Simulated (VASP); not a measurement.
An input for Quantum ESPRESSO's pw.x (written as the equivalent of a VASP run, and not itself run):

```
&CONTROL
  calculation = 'scf'
  pseudo_dir = './pseudo'
  outdir = './out'
  tprnfor = .true.
  tstress = .true.
/
&SYSTEM
  ibrav = 0
  nat = 2
  ntyp = 2
  ecutwfc = 98
  occupations = 'smearing'
  smearing = 'fermi-dirac'
  degauss = 0.00735
  input_dft = 'pbe'
/
&ELECTRONS
  conv_thr = 7.3e-08
  electron_maxstep = 100
/
ATOMIC_SPECIES
  Al 26.982 Al.upf
  Ni 58.693 Ni.upf
CELL_PARAMETERS angstrom
     2.8900000    0.0000000    0.0000000
     0.0000000    2.8900000    0.0000000
     0.0000000    0.0000000    2.8900000
ATOMIC_POSITIONS crystal
  Al   0.5000000  0.5000000  0.5000000
  Ni   0.0000000  0.0000000  0.0000000
K_POINTS automatic
  9 9 9 0 0 0
```

Task: Write the VASP files for the same calculation (PBE).

Result: This is not unique; one that fits is 
### KPOINTS
```
Automatic mesh
0
Gamma
9 9 9
0 0 0
```

### INCAR
```
SYSTEM=NiAl
PREC=Accurate; ENCUT=300; LREAL=F
LASPH=T
EDIFF=1E-6; NELM=100; ALGO=Normal
LMAXMIX=4
ISMEAR=-1; SIGMA=0.1
GGA=PE
ISIF=2
LWAVE=F; LCHARG=F
```

POSCAR:
```
NiAl
1
    2.8900000000     0.0000000000     0.0000000000
    0.0000000000     2.8900000000     0.0000000000
    0.0000000000     0.0000000000     2.8900000000
Al Ni
1 1
Direct
  0.5000000000   0.5000000000   0.5000000000
  0.0000000000   0.0000000000   0.0000000000
```

POTCAR, in this order: Al Ni (PBE.64 set). Program: vasp_std.

What does not carry over: the potentials are each code's own (VASP's PAW set, PseudoDojo norm-conserving files in pw.x), so ENCUT and ecutwfc are chosen apart and not converted; conv_thr bounds pw.x's estimated SCF error, while EDIFF bounds the energy change between steps.

The structure is a typed NiAl crystal. The cell was not relaxed at this level.
